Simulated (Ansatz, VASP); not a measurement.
# MgB2: VASP beside Ansatz, part 2 of 2

Wanted: the spread between two codes on one cell, functional and k mesh. The cell is taken from a series of VASP runs on this material, whose earlier steps may have relaxed, scaled or displaced it; both programs get it as it stands.

VASP 6.6.1 and Ansatz 0.2.0.

So far: The structure; VASP: zone-centre phonons, LDA.

## 3. Ansatz: zone-centre phonons, LDA

Level of this step: Ansatz beside VASP: Kohn-Sham DFT, plane waves, LDA (Ansatz).

Ansatz runs on its default PAW (the set named soft_2) files.

The same cell, functional (in two slightly different forms), mesh and smearing now go to Ansatz, which takes its cutoff from its data sets.

input.yaml

```yaml
crystal:
  lattice:
    - [3.0408864453, 0.0, 0.0]
    - [-1.5204432227, 2.6334849117, 0.0]
    - [0.0, 0.0, 3.4274495848]
  atoms:
    - { symbol: Mg, position: [0.0, 0.0, 0.0] }
    - { symbol: B, position: [0.3333333333, 0.6666666667, 0.5] }
    - { symbol: B, position: [0.6666666667, 0.3333333333, 0.5] }
hamiltonian:
  xc: lda
  pseudopotentials: { kind: paw }
kpoints:
  mp_grid: { grid: [15, 15, 11] }
scf:
  occupations: { method: methfessel_paxton, width: 0.2 }
phonons:
  method: dfpt
  qpoints: [[0, 0, 0]]
```

On the command line:

```bash
> ansatz run input.yaml --threads 4 --pin off --max-ram 9216MiB --backend cpu --events-out ev --progress --plain --runs-dir out
```

Numbers of over 12 decimals in the logs are rounded to 6 here.

The program printed:

```text
zone centre: on kpoints.mp_grid the ground state, and the responses unless they are solved on pairs of k-points, stand on 384 of the mesh's 2475 k-points, reduced under 4 symmetry operations, with k and −k counted as one. Each operation leaves every solved displacement unchanged or reverses it
Engine: ansatz 0.2.0, aarch64-unknown-linux-gnu
Pseudopotentials: kind: paw
Pseudopotential: Mg, paw, valence charge 10, recommended cutoff 420 eV (normal), Mg.paw.azcp
Pseudopotential: B, paw, valence charge 3, recommended cutoff 420 eV (normal), B.paw.azcp
Functional definition: SPW92
  exchange = slater_x
  correlation = pw_c
Crystal: 3 atoms, lattice volume = 27.447 Å³
Basis set: ecut = 420 eV, 539 PW (Γ), exchange–correlation on 48×48×48 points (8 copies of the dense FFT grid, shifted against one another)
Bands: 12, of which v1, the nominal top of the filled ones, is band 8 counted from 1 (7 counted from 0)
Symmetry: 24 space group operations
k-points: 384 of 2475 (irreducible under 4 space group operations, time reversal used)
Non-local potential: Mg, projectors of the file, l = 0: 3, l = 1: 2, l = 2: 1
Non-local potential: B, projectors of the file, l = 0: 2, l = 1: 2, l = 2: 1
PAW form: soft (Blöchl's): semilocal exchange-correlation on the pseudo side does not see the compensation charge
PAW frozen core: Mg, regenerated for the run's functional, and the local potential with it (the file was generated under x = pbe(κ = 0.804, μ = 0.219515), c = pbe(β = 0.066725))
PAW frozen core: B, regenerated for the run's functional, and the local potential with it (the file was generated under x = pbe(κ = 0.804, μ = 0.219515), c = pbe(β = 0.066725))
PAW one-centre angular grid: Mg, 110 points (default); XC on 64 Gauss nodes
PAW one-centre angular grid: B, 110 points (default); XC on 64 Gauss nodes
Initial density: superposition of atomic densities (neutral atoms: chi_scale 0, normalization atom), corrected by the library's trained network
Initial wavefunctions: pseudopotential atomic-orbital guess
Functional: x = slater, c = lda
SCF iter   1: F=—  HF=-2201.601804 eV  |F-HF|=—  |Δ(HF+E_count)|=         —  Δρ=6.83e-3  dr2=4.98e-3  ethr=1.77e-3  ⟨swp⟩=5.0  Hψ=24355  notcnv=0
preconditioner: auto → none  [metal: Δε(μ)=0.008 eV  Ē_g=11.481 eV  σ=0.200 eV  W_gap=0.03  n_scr=8 (ndim 8)  ℏωp=20.0 eV  f_vac=0.000  D(μ)=0.90/eV (n_scr^D=8)  sad-step TF]
SCF iter   2: F=—  HF=-2201.597881 eV  |F-HF|=—  |Δ(HF+E_count)|=   3.92e-3  S|Δr|=    0.00e0  Δρ=3.14e-3  dr2=1.48e-3  ethr=3.11e-5  ⟨swp⟩=2.0  Hψ=9969  notcnv=0
SCF iter   3: F=—  HF=-2201.597272 eV  |F-HF|=—  |Δ(HF+E_count)|=   6.09e-4  S|Δr|=    0.00e0  Δρ=6.82e-4  dr2=1.15e-4  ethr=9.25e-6  ⟨swp⟩=2.2  Hψ=7394  notcnv=0
SCF iter   4: F=—  HF=-2201.597242 eV  |F-HF|=—  |Δ(HF+E_count)|=   2.98e-5  S|Δr|=    0.00e0  Δρ=2.23e-4  dr2=1.05e-5  ethr=7.21e-7  ⟨swp⟩=2.0  Hψ=5792  notcnv=0
SCF iter   5: F=—  HF=-2201.597241 eV  |F-HF|=—  |Δ(HF+E_count)|=   1.21e-6  S|Δr|=    0.00e0  Δρ=7.34e-5  dr2=1.21e-6  ethr=6.58e-8  ⟨swp⟩=1.0  Hψ=4603  notcnv=0
SCF iter   6: F=—  HF=-2201.597241 eV  |F-HF|=—  |Δ(HF+E_count)|=   2.31e-7  S|Δr|=    0.00e0  Δρ=1.25e-5  dr2=3.35e-8  ethr=7.55e-9  ⟨swp⟩=1.4  Hψ=5005  notcnv=0
SCF iter   7: F=—  HF=-2201.597241 eV  |F-HF|=—  |Δ(HF+E_count)|=  2.50e-10  S|Δr|=    0.00e0  Δρ=9.35e-7  dr2=1.26e-10  ethr=2.09e-10  ⟨swp⟩=2.1  Hψ=5746  notcnv=0
SCF iter   8: F=-2201.597241 eV  HF=-2201.597241 eV  |F-HF|=0.00e0  |Δ(HF+E_count)|=  7.59e-11  S|Δr|=    0.00e0  Δρ=4.67e-8  dr2=4.27e-13  ethr=1.00e-12  ⟨swp⟩=5.7  Hψ=18956  notcnv=0
SCF 1 converged in 8 iterations: F = -2201.597241 eV  dr2 = 4.27e-13
  greatest PAW one-centre occupation: 1.000 electrons in one spin orbital (limit 2), on the Mg atom at site 0 (counted from 0), in its partial waves of l = 1
DFPT response loops at Γ: preconditioner auto → Kerker (q_TF=auto, 2.494 Å⁻¹) (partly filled bands, converged f_vac=0.000); β = 1.00, the filter's whole step (`scf.mixing.beta` (0.50) is not read by the response loops under this deck's `scf.mixing.preconditioner`; to damp them name `kerker` or `kerker_dos`, under which they read `scf.mixing.beta`, and type it under 1.00, their step now; both keys bind the ground state too); Broyden in place of MSR1
SCF converged after 8 iterations
Stability not checked: this state was not tested for a lower state beside it, because cold or Methfessel-Paxton smearing, or corrected tetrahedra, fill the levels in a way that the test cannot read (fill_not_monotonic; see scf.lower_state_search)
Free energy (F): -2201.597241 eV
Harris-Foulkes:  -2201.597241 eV  (|F-HF|=0.00e0)
Internal energy: -2201.594878 eV  (E = F + TS)
E sigma→0 (E₀):  -2201.596650 eV
Entropy (-TS):   -0.002363 eV (-0.788 meV/atom)
Fermi energy:    9.590130 eV
--- Per-component energies (eV) ---
  E_band       = -285.076024
  E_kinetic    = 177.223484
  E_local      = -1496.734119  (includes V_loc(G=0)·N_el)
  E_nonlocal   = 120.141689
  E_hartree    = 531.913323
  E_xc         = -94.709055
  E_vxc        = -116.107565  (∫ρ·V_xc dr)
  E_paw        = -415.711022  (= ΣΔE_a)
  E_vpaw       = -33.426157  (= ΣTr[D̂ρ^β])
  E_aug_tail   = -0.000004  (compensation charges beyond the density's cutoff)
  E_ewald      = -1023.961322
  E_core_change = 0.242148  (= ΣΔE_core)
  E_smearing   = -0.002363  (= −TS)
  E_closure    = -0.000000  (closes the sum)
  Σ components = -2201.597241   (vs F -2201.597241, Δ=0.00e0)
--- Band table (eV; the first three rows and the last of 384) ---
  k-point 0: bands = [... 4 lower, -2.9953, 6.7317, 9.9431, 9.9431, 11.6346, 15.9943, 15.9943, 18.2270]
  k-point 1: bands = [... 4 lower, -2.9172, 6.1459, 9.9741, 9.9741, 12.3925, 16.0187, 16.0187, 18.1736]
  k-point 2: bands = [... 4 lower, -2.6896, 4.9629, 10.0594, 10.0594, 14.0887, 16.0858, 16.0858, 18.0434]
  k-point 383: bands = [... 4 lower, 0.9803, 4.9030, 5.2066, 6.0659, 9.9577, 15.1032, 18.4673, 20.6129]
--- Phonons (Γ-DFPT): 4 representative perturbations + reference, on 384 of 2475 k-points (Σ response iterations 12) ---
  k mesh reduced under 4 symmetry operations, with k and −k counted as one. Each operation leaves every solved displacement unchanged or reverses it
  ASR residual: 3.608e-5 → 0.000e0 eV/Å²; symmetrization residual: 1.218e-6 eV/Å²
  ASR residual per site (eV/Å²): 3.61e-5 1.11e-5 1.11e-5
  Γ frequencies (cm⁻¹): 0.00 0.00 0.00 354.76 354.76 423.06 562.97 562.97 711.90
  non-analytic LO–TO correction: not included (Born effective charges unavailable; polar crystals: no LO–TO splitting at Γ)
--- Phonons (arbitrary-q DFPT): 1 explicit q-point ---
  q = [0, 0, 0] (of the zone-centre solve; hermiticity 2.04e-7, symmetrization 5.58e-11): -0.00 -0.00 0.00 354.76 354.76 423.06 562.97 562.97 711.90
  sum rule: each row above includes the acoustic sum rule's correction from the zone centre's row sums; it moved no ω² by more than (0.64 cm⁻¹)²
```

Elapsed: 12 s, on 4 threads of Arm Neoverse V1, shared host; peak memory 0.63 GiB.

## 4. Side by side

Known differences besides the potentials themselves: the two LDA forms differ slightly; the data sets hold 16 valence electrons in Ansatz (default PAW (the set named soft_2) files) and 8 in VASP; VASP's log shows a relativistic correction to its local exchange, Ansatz's none. Total energies have different zeros and are not compared.

Compared:

```
                  quantity  Ansatz   VASP  difference
optical mode 1 to 2 (cm⁻¹)   354.8  356.4     -0.47 %
     optical mode 3 (cm⁻¹)   423.1  424.8     -0.42 %
optical mode 4 to 5 (cm⁻¹)   563.0  566.9     -0.69 %
     optical mode 6 (cm⁻¹)   711.9  712.1     -0.02 %
```

Modes are paired by rising frequency and degeneracy, not by their patterns, so a pair may still set unlike modes beside each other.

## 5. Results

| Quantity | Value |
| --- | --- |
| r.m.s. difference of the optical zone-centre modes, each program's sorted by frequency (zone-centre phonons, LDA) | 2.6 cm⁻¹ |
| difference in optical mode 4 to 5 (zone-centre phonons, LDA) | -0.7 % |

The r.m.s. difference of the optical zone-centre modes, each program's sorted by frequency is 2.6 cm⁻¹ (zone-centre phonons, LDA). Among the rows given in per cent, the largest difference of the zone-centre phonons, LDA pair is in optical mode 4 to 5, -0.7 %. Such differences can come from data sets, numerical settings and the points named under the comparisons, not from the functional's error against experiment.

[Lines on the potential files, build, host, timing and source positions are cut from VASP's logs without a mark.]

[Logs are printed without paths, hosts, clocks, repeated set-up lines and the standing remarks that a program may print on its own settings, such as how far it seeks lower states.]

[Hosts, paths, dates, database ids (printed as entryN), source tags and the programs' standing remarks are cut or masked in the printed files.]
